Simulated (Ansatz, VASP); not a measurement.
# Cross-check of ZnCdSO between VASP and Ansatz

One calculation is typed for both programs; each brings its own data sets and cutoff. How far apart do they land? The cell is invented: As first built, before any earlier steps moved the atoms (in the runner's words): it takes the ZnCdSeS structure with some of its atoms replaced by other elements, volume scaled by an estimate. It may not be a known or stable phase. The cell is taken from a series of runs on this material, whose earlier steps may have relaxed, scaled, displaced or heated it; both programs get it as it stands.

Program: Ansatz 0.2.0. Level of theory: plane waves, with VASP 6.6.1 beside it; single point at r2SCAN. Results are calculated unless marked as measured.

### Step 1. Starting point

The structure is trigonal, space group P3m1 (No. 156). The conventional cell has a = 3.736 Å, b = 3.736 Å, c = 5.955 Å, α = 90.00°, β = 90.00°, γ = 120.00°. Nearest to Cd lie 3 O at 2.25 Å and 1 S at 2.56 Å. Nearest to Zn lie 1 O at 1.96 Å and 3 S at 2.30 Å. S has 3 Zn at 2.30 Å and 1 Cd at 2.56 Å nearest. O has 1 Zn at 1.96 Å and 3 Cd at 2.25 Å nearest. As first built, before any earlier steps moved the atoms (in the runner's words): sites of the ZnCdSeS structure (space group 156) filled with other elements, volume scaled by an estimate. Farther neighbours and most contacts between anions are not listed.

### Step 2. VASP: single point, r2SCAN

With cell and atoms fixed, the geometry can't cause a difference; cores, projectors, grids and the points listed under the comparison can.

Lines of VASP's logs that name or quote its potential files are left out, and so is its time.

Input file INCAR:

```
SYSTEM = ZnCdSO
PREC = Accurate
ENCUT = 670
EDIFF = 1E-06
NELM = 100
ISMEAR = 0
SIGMA = 0.05
LREAL = .FALSE.
ALGO = Normal
METAGGA = R2SCAN
LASPH = .TRUE.
NBANDS = 32
LORBIT = 11
LWAVE = .FALSE.
LCHARG = .FALSE.
KPAR = 2
ISIF = 2
```

Input file POSCAR:

```
ZnCdSO
1.0
    3.7355713009      0.0000000000      0.0000000000
   -1.8677856505      3.2350998977      0.0000000000
    0.0000000000      0.0000000000      5.9552773176
Cd Zn S O
1 1 1 1
Direct
    0.0000000000      0.0000000000      0.4654295487
    0.3333333300      0.6666666700      0.0314759406
    0.0000000000      0.0000000000      0.8949359676
    0.3333333300      0.6666666700      0.3601585432
```

Input file KPOINTS:

```
Automatic mesh
0
Gamma
7 7 4
0 0 0
```

PAW data sets: Cd_sv_GW, Zn_sv_GW, S_GW and O_GW (PBE family, release 64).

Launch:

```
mpirun -np 2 vasp_std
```

Numbers of over 12 decimals in the logs are rounded to 6 here.

What it wrote:

```text
[banner, memory and clock lines left out]
running    2 mpi-ranks, on    1 nodes
 distrk:  each k-point on    1 cores,    2 groups
 distr:  one band on    1 cores,    1 groups

 POSCAR found type information on POSCAR CdZnS O
 POSCAR found :  4 types and       4 ions
|                                                                             |
|               ----> ADVICE to this user running VASP <----                  |
|                                                                             |
|     You enforced a specific xc type in the INCAR file but a different       |
|     [... a line on the potential file left out ...]
|     I HOPE YOU KNOW WHAT YOU ARE DOING!                                     |
|                                                                             |

 LDA part: xc-table for (None), standard interpolation
 POSCAR, INCAR and KPOINTS ok, starting setup
 FFT: planning ... GRIDC
 FFT: planning ... GRID_SOFT
 FFT: planning ... GRID
 WAVECAR not read
 entering main loop
       N       E                     dE             d eps       ncg     rms          rms(c)
DAV:   1     0.964520218739E+03    0.96452E+03   -0.36138E+04  2920   0.800E+03
DAV:   2     0.709127151666E+02   -0.89361E+03   -0.85780E+03  2704   0.199E+03
DAV:   3    -0.548158124604E+02   -0.12573E+03   -0.12410E+03  3376   0.539E+02
DAV:   4    -0.626237462559E+02   -0.78079E+01   -0.77692E+01  3248   0.120E+02
DAV:   5    -0.630654193437E+02   -0.44167E+00   -0.44120E+00  3064   0.259E+01    0.182E+01
DAV:   6    -0.474417199204E+02    0.15624E+02   -0.11350E+01  3056   0.249E+02    0.125E+01
DAV:   7    -0.475041647524E+02   -0.62445E-01   -0.37656E+00  2832   0.105E+02    0.826E+00
DAV:   8    -0.475455280586E+02   -0.41363E-01   -0.77428E-01  3128   0.532E+01    0.209E+00
DAV:   9    -0.475269779257E+02    0.18550E-01   -0.19704E-01  2664   0.333E+01    0.515E-01
DAV:  10    -0.475257782291E+02    0.11997E-02   -0.77419E-02  3176   0.934E+00    0.629E-01
DAV:  11    -0.475240148732E+02    0.17634E-02   -0.10425E-02  3200   0.202E+00    0.235E-01
DAV:  12    -0.475238253452E+02    0.18953E-03   -0.27331E-03  3184   0.109E+00    0.529E-02
DAV:  13    -0.475239440693E+02   -0.11872E-03   -0.27020E-04  3336   0.277E-01    0.405E-02
DAV:  14    -0.475239406260E+02    0.34433E-05   -0.59308E-05  3328   0.293E-01    0.113E-02
DAV:  15    -0.475239425157E+02   -0.18896E-05   -0.18820E-05  2736   0.881E-02    0.120E-02
DAV:  16    -0.475239414252E+02    0.10905E-05   -0.32694E-06  1920   0.502E-02    0.632E-03
DAV:  17    -0.475239407444E+02    0.68076E-06   -0.23716E-06  2008   0.313E-02
   1 F= -.47523941E+02 E0= -.47523941E+02  d E =-.857461E-15
```

From OUTCAR (step 2):

```text
ion  position               nearest neighbor table
   1  0.000  0.000  0.465-   4 2.25   4 2.25   4 2.25
   2  0.333  0.667  0.031-   4 1.96   3 2.30   3 2.30   3 2.30
   3  0.000  0.000  0.895-   2 2.30   2 2.30   2 2.30
   4  0.333  0.667  0.360-   2 1.96   1 2.25   1 2.25   1 2.25

  LATTYP: Found a hexagonal cell.
 ALAT       =     3.7355713009
 C/A-ratio  =     1.5942079104

 Subroutine GETGRP returns: Found  6 space group operations
 (whereof  6 operations were pure point group operations)

The static configuration has the point symmetry C_3v.

 Found     28 irreducible k-points:

   k-points           NKPTS =     28   k-points in BZ     NKDIM =     28   number of bands    NBANDS=     32

   dimension x,y,z NGX =    32 NGY =   32 NGZ =   50
   dimension x,y,z NGXF=    64 NGYF=   64 NGZF=  100

   ENCUT  =  670.0 eV  49.24 Ry    7.02 a.u.   7.88  7.88 12.57*2*pi/ulx,y,z

   NELECT =      52.0000    total number of electrons

 k-points in reciprocal lattice and weights: Automatic mesh
   0.00000000  0.00000000  0.00000000       0.005
   0.14285714 -0.00000000  0.00000000       0.031
   0.28571429 -0.00000000  0.00000000       0.031
   0.42857143  0.00000000  0.00000000       0.031
   0.14285714  0.14285714  0.00000000       0.031
   0.28571429  0.14285714  0.00000000       0.061
   0.42857143  0.14285714  0.00000000       0.031
   0.28571429  0.28571429  0.00000000       0.031
   0.00000000  0.00000000  0.25000000       0.010
[...]
0.42857143  0.14285714  0.50000000       0.031
   0.28571429  0.28571429  0.50000000       0.031

 average (electrostatic) potential at core
       1 -96.5781       2 -84.7408       3 -93.5005       4 -74.8156

 E-fermi :   3.2205

 k-point     1 :       0.0000    0.0000    0.0000
  band No.  band energies     occupation
    ...
     22       1.6740      2.00000
     23       1.6740      2.00000
     24       2.4537      2.00000
     25       2.9629      2.00000
     26       2.9629      2.00000
     27       3.5829      0.00000
     28       7.3710      0.00000
     29      10.7984      0.00000
     30      10.7984      0.00000
     31      11.3165      0.00000
    ...

 k-point     2 :       0.1429   -0.0000    0.0000
  band No.  band energies     occupation
    ...
     22       1.0046      2.00000
     23       1.4616      2.00000
     24       1.9010      2.00000
     25       2.3442      2.00000
     26       2.7577      2.00000
     27       4.4491      0.00000
     28       8.2303      0.00000
     29      10.2668      0.00000
     30      11.1024      0.00000
     31      11.3675      0.00000
    ...

 k-point     3 :       0.2857   -0.0000    0.0000
  band No.  band energies     occupation
    ...
     22      -0.2174      2.00000
     23       0.6053      2.00000
     24       0.9819      2.00000
     25       1.9606      2.00000
     26       2.3515      2.00000
     27       5.8085      0.00000
     28       8.3360      0.00000
     29       9.6732      0.00000
     30      10.8410      0.00000
     31      12.2041      0.00000
    ...

  Total       -0.3663445     -0.3663446     -0.3204984      0.0000000      0.0000000     -0.0000000
  in kB       -8.1555563     -8.1555576     -7.1349303      0.0000000      0.0000000     -0.0000000
  external PRESSURE =      -7.8153481 kB  Pullay stress =       0.0000000 kB

  energy-cutoff  :      670.00
  volume of cell :       71.97
      direct lattice vectors                 reciprocal lattice vectors
     3.735571301  0.000000000  0.000000000     0.267696671  0.154554733  0.000000000
    -1.867785650  3.235099898  0.000000000     0.000000000  0.309109465  0.000000000
     0.000000000  0.000000000  5.955277318     0.000000000  0.000000000  0.167918293

 POSITION                                       TOTAL-FORCE (eV/Angst)
 -----------------------------------------------------------------------------------
      0.00000      0.00000      2.77176        -0.000000      0.000000     -0.032994
     -0.00000      2.15673      0.18745         0.000000     -0.000000      0.004792
      0.00000      0.00000      5.32959        -0.000000      0.000000     -0.022505
     -0.00000      2.15673      2.14484        -0.000000      0.000000      0.050706
 -----------------------------------------------------------------------------------
    total drift:                                0.000098     -0.000071     -0.020262

  FREE ENERGIE OF THE ION-ELECTRON SYSTEM (eV)
  ---------------------------------------------------
  free  energy   TOTEN  =       -47.5239407444 eV

  energy  without entropy=      -47.5239407444  energy(sigma->0) =      -47.52394074

 total charge
# of ion       s       p       d       f       tot
--------------------------------------------------
    1        2.206   6.156   9.257   0.010  17.630
    2        2.261   6.209   9.485   0.005  17.960
    3        1.276   2.433   0.034   0.000   3.743
    4        1.535   3.373   0.000   0.000   4.909
--------------------------------------------------
tot          7.279  18.172  18.776   0.015  44.241

[... 3 further parts left out ...]
```

The run ends at a pressure of -0.78 GPa, with forces up to 0.051 eV/Å.

### Step 3. Ansatz: single point, r2SCAN

Ansatz runs on its default PAW (the set named soft_2) files.

The same cell, functional, mesh and smearing now go to Ansatz, which takes its cutoff from its data sets.

Input file input.yaml:

```yaml
crystal:
  lattice:
    - [3.7355713009, 0.0, 0.0]
    - [-1.8677856505, 3.2350998977, 0.0]
    - [0.0, 0.0, 5.9552773176]
  atoms:
    - { symbol: Cd, position: [0.0, 0.0, 0.4654295487] }
    - { symbol: Zn, position: [0.33333333, 0.66666667, 0.0314759406] }
    - { symbol: S, position: [0.0, 0.0, 0.8949359676] }
    - { symbol: O, position: [0.33333333, 0.66666667, 0.3601585432] }
hamiltonian:
  xc: r2scan
  pseudopotentials: { kind: paw }
kpoints:
  mp_grid: { grid: [7, 7, 4] }
  band_path:
    path:
      - [0.0, 0.0, 0.0]
      - [0.13333, 0.0, 0.0]
      - [0.3, 0.0, 0.0]
      - [0.46667, 0.0, 0.0]
      - [0.46667, 0.06667, 0.0]
      - [0.41111, 0.17778, 0.0]
      - [0.35556, 0.28889, 0.0]
      - [0.28889, 0.28889, 0.0]
      - [0.17778, 0.17778, 0.0]
      - [0.06667, 0.06667, 0.0]
      - [0.0, 0.0, 0.03333]
      - [0.0, 0.0, 0.2]
      - [0.0, 0.0, 0.36667]
      - [0.0, 0.0, 0.5]
      - [0.16667, 0.0, 0.5]
      - [0.3, 0.0, 0.5]
      - [0.46667, 0.0, 0.5]
      - [0.46667, 0.06667, 0.5]
      - [0.41111, 0.17778, 0.5]
      - [0.35556, 0.28889, 0.5]
      - [0.28889, 0.28889, 0.5]
      - [0.17778, 0.17778, 0.5]
      - [0.06667, 0.06667, 0.5]
      - [0.5, 0.0, 0.46667]
      - [0.5, 0.0, 0.3]
      - [0.5, 0.0, 0.13333]
      - [0.33333, 0.33333, 0.0]
      - [0.33333, 0.33333, 0.16667]
      - [0.33333, 0.33333, 0.33333]
      - [0.33333, 0.33333, 0.5]
    npoints: 1
scf:
  occupations: { method: gaussian, width: 0.05 }
  n_extra_bands: 8
output:
  forces: true
  stress: true
  eigenvalues: true
  write_density: true
  write_potential: true
  elf: true
  volumetric_format: npy
```

Launch:

```
ansatz run input.yaml --threads 2 --pin off --max-ram 4608MiB --backend cpu --events-out ev --progress --plain --runs-dir out
```

What it wrote:

```text
scf.n_extra_bands = 8 over 22 filled bands (N_el = 44.0): the run solves 30 bands
Engine: ansatz 0.2.0, x86_64-unknown-linux-gnu
Pseudopotentials: kind: paw
Pseudopotential: Cd, paw, valence charge 20, recommended cutoff 500 eV (meta_gga), Cd.paw.azcp
Pseudopotential: Zn, paw, valence charge 12, recommended cutoff 500 eV (meta_gga), Zn.paw.azcp
Pseudopotential: S, paw, valence charge 6, recommended cutoff 500 eV (meta_gga), S.paw.azcp
Pseudopotential: O, paw, valence charge 6, recommended cutoff 500 eV (meta_gga), O.paw.azcp
Functional definition: r2SCAN
  parameter k0 = 0.174
  parameter k1 = 0.065
  parameter a1 = 4.9479
  exchange = r2scan_x(k0 = k0, k1 = k1, a1 = a1)
  correlation = r2scan_c
Crystal: 4 atoms, lattice volume = 71.969 Å³
Basis set: ecut = 500 eV, 1797 PW (Γ), exchange–correlation on 120×120×180 points (64 copies of the dense FFT grid, shifted against one another)
Bands: 30, of which v1, the nominal top of the filled ones, is band 22 counted from 1 (21 counted from 0)
Symmetry: 6 space group operations
Space group: P3m1 (ITA 156), of the structure as read, at distance tolerance 4.2e-5 Å
k-points: 28 of 196 (time reversal used)
Non-local potential: Cd, projectors of the file, l = 0: 3, l = 1: 2, l = 2: 2, l = 3: 1
Non-local potential: Zn, projectors of the file, l = 0: 2, l = 1: 2, l = 2: 3, l = 3: 1
Non-local potential: S, projectors of the file, l = 0: 2, l = 1: 2, l = 2: 2
Non-local potential: O, projectors of the file, l = 0: 2, l = 1: 2, l = 2: 1
PAW form: soft (Blöchl's): semilocal exchange-correlation on the pseudo side does not see the compensation charge
PAW frozen core: Cd, regenerated for the run's functional (the file was generated under x = pbe(κ = 0.804, μ = 0.219515), c = pbe(β = 0.066725))
PAW frozen core: Zn, regenerated for the run's functional (the file was generated under x = pbe(κ = 0.804, μ = 0.219515), c = pbe(β = 0.066725))
PAW frozen core: S, regenerated for the run's functional (the file was generated under x = pbe(κ = 0.804, μ = 0.219515), c = pbe(β = 0.066725))
PAW frozen core: O, regenerated for the run's functional (the file was generated under x = pbe(κ = 0.804, μ = 0.219515), c = pbe(β = 0.066725))
PAW one-centre angular grid: Cd, 590 points (default); XC on 160 Gauss nodes
PAW one-centre angular grid: Zn, 590 points (default); XC on 261 of its mesh's 2673 points in the sphere
PAW one-centre angular grid: S, 302 points (default); XC on 160 Gauss nodes
PAW one-centre angular grid: O, 302 points (default); XC on 160 Gauss nodes
Initial density: superposition of atomic densities (neutral atoms: chi_scale 0, normalization atom), corrected by the library's trained network
Initial wavefunctions: pseudopotential atomic-orbital guess
Functional: x = r2scan, c = r2scan; τ floored in thin density (d = 2e-4 eV/Å³)
SCF iter   1: F=—  HF=-13070.070141 eV  |F-HF|=—  |Δ(HF+E_count)|=         —  Δρ=1.42e-2  dr2=9.33e-2  dr2_τ=6.65e-2  ethr=1.77e-3  ⟨swp⟩=5.8  Hψ=3691  notcnv=0  defer=16
preconditioner: auto → Resta (q_TF=auto, 2.513 Å⁻¹)  ε∞=4.5  [insulator: Δε(μ)=0.657 eV  Ē_g=14.130 eV  σ=0.050 eV  W_gap=1.00  n_scr=22 (ndim 8)  ℏωp=26.3 eV  f_vac=0.091  D(μ)=0.00/eV (n_scr^D=0)  ε∞_Penn≈4.5]
SCF iter   2: F=—  HF=-13070.087798 eV  |F-HF|=—  |Δ(HF+E_count)|=   1.77e-2  Δρ=4.21e-3  dr2=6.43e-3  dr2_τ=1.97e-3  ethr=2.12e-4  ⟨swp⟩=2.0  Hψ=1725  notcnv=0  defer=67
SCF iter   3: F=—  HF=-13070.086376 eV  |F-HF|=—  |Δ(HF+E_count)|=   1.42e-3  Δρ=3.40e-3  dr2=4.55e-3  dr2_τ=2.85e-4  ethr=1.46e-5  ⟨swp⟩=2.0  Hψ=1247  notcnv=0  defer=67
SCF iter   4: F=—  HF=-13070.086313 eV  |F-HF|=—  |Δ(HF+E_count)|=   6.27e-5  Δρ=1.33e-3  dr2=1.33e-3  dr2_τ=8.94e-5  ethr=1.03e-5  ⟨swp⟩=2.0  Hψ=911  notcnv=0  defer=67
SCF iter   5: F=—  HF=-13070.086140 eV  |F-HF|=—  |Δ(HF+E_count)|=   1.73e-4  Δρ=3.04e-4  dr2=8.10e-5  dr2_τ=6.93e-6  ethr=3.03e-6  ⟨swp⟩=2.0  Hψ=1161  notcnv=0  defer=67
SCF iter   6: F=—  HF=-13070.086174 eV  |F-HF|=—  |Δ(HF+E_count)|=   3.44e-5  Δρ=1.27e-4  dr2=1.87e-5  dr2_τ=8.57e-7  ethr=1.84e-7  ⟨swp⟩=2.5  Hψ=1478  notcnv=0  defer=67
SCF iter   7: F=—  HF=-13070.086174 eV  |F-HF|=—  |Δ(HF+E_count)|=   7.48e-7  Δρ=3.50e-5  dr2=1.04e-6  dr2_τ=2.23e-8  ethr=4.25e-8  ⟨swp⟩=2.6  Hψ=1172  notcnv=0  defer=67
SCF iter   8: F=—  HF=-13070.086174 eV  |F-HF|=—  |Δ(HF+E_count)|=   1.36e-7  Δρ=1.42e-5  dr2=1.75e-7  dr2_τ=6.28e-9  ethr=2.37e-9  ⟨swp⟩=2.1  Hψ=1284  notcnv=0  defer=67
SCF iter   9: F=-13070.086174 eV  HF=-13070.086174 eV  |F-HF|=5.50e-9  |Δ(HF+E_count)|=   2.10e-8  Δρ=4.67e-6  dr2=1.85e-8  dr2_τ=7.35e-10  ethr=2.27e-10  ⟨swp⟩=12.3  Hψ=5707  notcnv=0
SCF 1 converged in 9 iterations: F = -13070.086174 eV  dr2 = 1.85e-8
  greatest PAW one-centre occupation: 1.002 electrons in one spin orbital (limit 2), on the Cd atom at site 0 (counted from 0), in its partial waves of l = 1
NSCF: frozen V_eff on 30 k-points
SCF converged after 9 iterations
Free energy (F): -13070.086174 eV
Harris-Foulkes:  -13070.086174 eV  (|F-HF|=5.50e-9)
Internal energy: -13070.086174 eV  (E = F + TS)
E sigma→0 (E₀):  -13070.086174 eV
Fermi energy:    7.458003 eV
--- Per-component energies (eV) ---
  E_band       = -499.774142
  E_kinetic    = 918.034084
  E_local      = -6150.591872  (includes V_loc(G=0)·N_el)
  E_nonlocal   = 731.220237
  E_hartree    = 2742.803615
  E_xc         = -456.815499
  E_vxc        = -498.667995  (∫ρ·V_xc dr)
  E_paw        = -6727.561257  (= ΣΔE_a)
  E_vpaw       = -1016.702473  (= ΣTr[D̂ρ^β])
  E_aug_tail   = 0.000918  (compensation charges beyond the density's cutoff)
  E_vtau       = 31.323923  (kinetic-family band-sum trace: ∫τ·v_τ [+ j·A + Jᵃ·Aᵃ] dr)
  E_ewald      = -4126.287303
  E_core_change = -0.889097  (= ΣΔE_core)
  E_smearing   = -0.000000  (= −TS)
  E_closure    = 0.000000  (closes the sum)
  Σ components = -13070.086174   (vs F -13070.086174, Δ=0.00e0)
--- Forces (eV/Å), atoms counted from 1 ---
  atom   1  Cd     0.00000000    -0.00000000    -0.03624075
  atom   2  Zn     0.00000000     0.00000000     0.03623265
  atom   3  S      0.00000000    -0.00000000    -0.01053227
  atom   4  O     -0.00000000    -0.00000000     0.01071896
  max |Σ_I F_I| component: 1.79e-4 eV/Å
--- Stress (GPa, compression-positive) ---
       -0.511011      -0.000000       0.000000
       -0.000000      -0.511011       0.000000
        0.000000       0.000000      -0.632595
  P = ⅓ Tr σ = -0.5515 GPa (-5.515 kbar)
--- Band table (eV; the first three rows and the last of 28) ---
  k-point 0: bands = [... 18 lower, 5.8608, 6.6405, 7.1488, 7.1488, 7.7645, 11.5522, 14.9814, 14.9814, ... 4 higher]
  k-point 1: bands = [... 18 lower, 5.9174, 5.9174, 7.0969, 7.0969, 8.9212, 11.5518, 14.3486, 14.9759, ... 4 higher]
  k-point 2: bands = [... 18 lower, 5.9798, 5.9798, 7.0392, 7.0392, 10.0744, 11.4422, 13.0940, 14.9765, ... 4 higher]
  k-point 27: bands = [... 18 lower, 4.1107, 4.7361, 5.3639, 6.1252, 12.0139, 13.3137, 13.3970, 14.3966, ... 4 higher]
```

### Step 4. Comparison

Known differences besides the potentials themselves: VASP keeps PBE cores, Ansatz makes them for the functional; the data sets hold 44 valence electrons in Ansatz (default PAW (the set named soft_2) files) and 52 in VASP; the cutoff is 500 eV in Ansatz and 670 eV in VASP. Total energies have different zeros and are not compared.

The two programs side by side:

```csv
quantity,Ansatz,VASP,difference
pressure (GPa),-0.55,-0.78,+0.23
pressure without Ansatz's Pulay correction (GPa),-0.62,-0.78,+0.17
gap on the k mesh (eV),0.616,0.620,-0.004
```

At this near-relaxed geometry the largest component of a force difference is 40 meV/Å. A gap on the mesh is an upper bound, since the band edges may lie between its points. Ansatz's pressure holds a Pulay correction of 0.06 GPa; VASP's holds none.

### Step 5. What the set-up changes

Further runs change the set-up of one program: Ansatz's method, potentials or start, or VASP's data sets, cutoff or form of LDA. The table gives Ansatz less VASP for each quantity, since a change that brings one quantity closer may part another.

```csv
run,r.m.s. force difference (meV/Å),pressure (GPa),gap on the k mesh (eV),pressure without Ansatz's Pulay correction (GPa)
as above,15,0.23,-0.0043,0.17
"VASP with the data sets Cd, Zn, S_h and O_h and a cutoff of 1230 eV",20,-0.53,-0.0045,-0.59
```

### Step 6. Outcome

| Item | Value |
| --- | --- |
| r.m.s. force difference (single point, r2SCAN) | 15 meV/Å |

What this shows: The r.m.s. force difference is 15 meV/Å (single point, r2SCAN), beyond the 12 meV/Å picked in this series as the mark of a large difference. Single point, r2SCAN, VASP with the data sets Cd, Zn, S_h and O_h and a cutoff of 1230 eV: r.m.s. force difference goes from 15 to 20 meV/Å; the difference in pressure goes from 0.23 to -0.53 GPa; the difference in pressure without Ansatz's Pulay correction goes from 0.17 to -0.59 GPa. How closely two codes agree says nothing of how well the functional describes the real material.

[Lines on the potential files, build, host, timing and source positions are cut from VASP's logs without a mark.]

[Logs are printed without paths, hosts, clocks, repeated set-up lines and the standing remarks that a program may print on its own settings, such as how far it seeks lower states.]

[Hosts, paths, dates, database ids (printed as entryN), source tags and the programs' standing remarks are cut or masked in the printed files.]
